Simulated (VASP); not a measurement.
Here is the system:

```
GdN
1.0
    0.00000     2.46877     2.46877
    2.46877     0.00000     2.46877
    2.46877     2.46877     0.00000
Gd N
1 1
Direct
  0.00000   0.00000   0.00000
  0.50000   0.50000   0.50000
```

Method: PBE GGA with D3 dispersion (Becke-Johnson damping), VASP's PBE PAW potentials (set 64) (plane waves; VASP 6.6.1). Numerical set-up: 520 eV cut-off, Gaussian smearing of 0.050 eV, potentials Gd_3 N.

The 4f electrons are frozen in the core of the lanthanide potential, so 4f levels, which can set the real gap, and their magnetism are missing.

Give the energies of bands 5 to 10 at the high-symmetry points, in eV from the Fermi level.

```json
[
 {"band": "5", "Γ": "0.02", "X": "-1.01", "U": "-2.11", "L": "-4.12", "W": "-2.21"},
 {"band": "6", "Γ": "0.02", "X": "-0.20", "U": "-1.27", "L": "-2.37", "W": "-1.24"},
 {"band": "7", "Γ": "0.02", "X": "-0.20", "U": "-1.20", "L": "-2.37", "W": "-1.24"},
 {"band": "8", "Γ": "3.05", "X": "-0.05", "U": "2.33", "L": "5.68", "W": "3.94"},
 {"band": "9", "Γ": "3.05", "X": "7.29", "U": "6.36", "L": "6.62", "W": "3.94"},
 {"band": "10", "Γ": "3.05", "X": "7.37", "U": "7.44", "L": "6.62", "W": "7.61"}
]
```

It has no gap at this level: it comes out as a metal or semimetal.

The compound is GdN in the rock salt structure. It was relaxed first.
